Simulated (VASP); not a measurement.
TiMoSe3:

```
Ti Mo Se
1.0
     4.91794    0.00000    0.00000
     0.00000    4.91794    0.00000
     0.00000    0.00000    4.91794
Ti Mo Se
1 1 3
Direct
  0.50000 0.50000 0.50000
  0.00000 0.00000 0.00000
  0.00000 0.50000 0.50000
  0.50000 0.00000 0.50000
  0.50000 0.50000 0.00000
```

The cell was built by a generator and needn't be a form met in nature.

```yaml
Program: VASP 6.6.1
Task: relaxation of cell and atoms
Functional: PBE
Potentials_or_basis: VASP PAW PBE potentials, release 64 (Ti_sv, Mo_sv, Se)
Cutoff: 520 eV
k_mesh: 3 × 3 × 3
Occupations: gaussian, width 0.15 eV
Spin: no spin polarisation
```

At the start: pressure -3.9 GPa; volume 23.79 Å³/atom.

Question: Where does the relaxation end?

Answer: Over 3 steps the energy falls by 17.6 meV/atom and the volume is 22.43 Å³/atom (-5.7 %); space group Pm-3m (No. 221, to 0.05 Å).

The path:
```csv
step,energy change (eV),largest force (eV/Å),pressure (GPa),volume (Å³)
1,0.0000,0.0000,-3.94,118.95
2,-0.0676,0.0000,2.14,109.16
3,-0.0878,0.0000,0.04,112.17
```

Final structure:
```
CELL_PARAMETERS angstrom
4.82266 0.00000 0.00000
0.00000 4.82266 0.00000
0.00000 0.00000 4.82266
ATOMIC_POSITIONS crystal
Ti 0.50000 0.50000 0.50000
Mo 0.00000 0.00000 0.00000
Se 0.00000 0.50000 0.50000
Se 0.50000 0.00000 0.50000
Se 0.50000 0.50000 0.00000
```

Caveat: the k mesh is coarse (spacing up to 0.43 Å⁻¹), so the values aren't converged.
